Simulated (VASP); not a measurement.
Wanted: the native input for a VASP 6.6.1 run.

| Property | Result |
| --- | --- |
| Task | single point |
| Functional | PBE |
| Potentials or basis | VASP PAW PBE potentials, release 64 (Re, Se) |
| Cutoff | 520 eV |
| k mesh | 4 × 4 × 4 |
| Occupations | gaussian, width 0.1 eV |
| Spin | collinear spin, typed start |
| Starting moments | [1.0, 0.0, 0.0, 0.0] μB |
| Dipole correction | no |
| Further INCAR settings | ALGO = Normal; EDIFF = 1e-06; NBANDS = 24 |

The structure of ReSe3 lies in POSCAR:

```
ReSe3
1.0
   -2.6614646522      2.6614646522      2.6614646522
    2.6614646522     -2.6614646522      2.6614646522
    2.6614646522      2.6614646522     -2.6614646522
Re Se
1 3
Direct
    0.0000000000      0.0000000000      0.0000000000
    0.0000000000      0.5000000000      0.5000000000
    0.5000000000      0.0000000000      0.5000000000
    0.5000000000      0.5000000000      0.0000000000
```

The cell was built by a generator and needn't be a form met in nature.

The cell isn't the ideal one: random cell by space group and Wyckoff sites (Im-3m, No. 229).

These files were run (other wordings do the same):

INCAR

```
SYSTEM = ReSe3
PREC     = Accurate       ! precision mode
ENCUT    = 520            ! plane-wave cutoff, eV
EDIFF    = 1E-6           ! SCF threshold, eV
ISMEAR   = 0              ! smearing method
SIGMA    = 0.1            ! smearing width, eV
LREAL    = .False.        ! projectors in reciprocal space
LASPH    = .True.         ! aspherical terms in the spheres
NELM     = 150            ! most SCF steps
ALGO     = Normal         ! electronic algorithm
ISIF     = 2              ! what is computed and relaxed
LWAVE    = .False.        ! write WAVECAR
LCHARG   = .True.         ! write CHGCAR
ISPIN    = 2              ! spin polarisation
MAGMOM   = 1 0 0 0        ! initial moments
LORBIT   = 11             ! projections on sites
LMAXMIX  = 4              ! l up to which the mixer works
GGA      = PE             ! functional
LELF     = .True.         ! ELF
LVHAR    = .True.       
NBANDS   = 24             ! bands
```

KPOINTS

```
Automatic mesh
0
Gamma
  4 4 4
  0 0 0
```

Potentials or basis: VASP PAW PBE potentials, release 64 (Re, Se).

Run with:

```sh
$ cat potpaw_PBE.64/Re/POTCAR potpaw_PBE.64/Se/POTCAR > POTCAR
$ mpirun -np 1 vasp_std > vasp.out
```

Results of the run:

- Pressure: 0.0 GPa
- Band gap on the k mesh: none (metal or under the smearing width)
- Net moment: 1.27 μB per cell
- Site moments: Re +1.09; Se +0.02 μB
- Valence electrons inside the program's atomic spheres: Re 5.66; Se 3.77

Caveat: the k mesh is coarse (spacing up to 0.42 Å⁻¹), so the values aren't converged.

Run time: 25 s on 1 thread of Intel(R) Xeon(R) 6975P-C (Granite Rapids), on a shared host, peak memory 0.24 GiB.
